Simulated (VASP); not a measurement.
Input:

```xyz
2
Lattice="3.0372 0.0000 0.0000 0.0000 3.0372 0.0000 0.0000 0.0000 3.0372" Properties=species:S:1:pos:R:3 pbc="T T T"
Ti     0.0000     0.0000     0.0000
P      1.5186     1.5186     1.5186
```

The numbers are results of PBEsol GGA, VASP's PBE PAW potentials (set 64) (plane waves; VASP 6.6.1), not measurements. Numerical set-up: 400 eV cut-off, Gaussian smearing of 0.050 eV, potentials Ti_sv P.

Q: Give the energies of bands 6 to 11 at the high-symmetry points, in eV from the Fermi level.

A: 
| band | Γ | X | M | R |
|---|---|---|---|---|
| 6 | -1.63 | -7.03 | -4.47 | -5.28 |
| 7 | -1.63 | -1.10 | -4.47 | -5.28 |
| 8 | 0.82 | -1.10 | -1.48 | -5.28 |
| 9 | 0.82 | -0.48 | 0.82 | 3.29 |
| 10 | 0.82 | 2.50 | 0.82 | 3.29 |
| 11 | 2.19 | 3.32 | 2.92 | 3.30 |

It has no gap at this level: it comes out as a metal or semimetal.

The structure was generated: TiP was put into the CsCl type type (Pm-3m), which need not be its known phase. It was relaxed first, which changed the volume by -33 %. The electron count is odd and the run is not spin-polarised, which forces a metal.
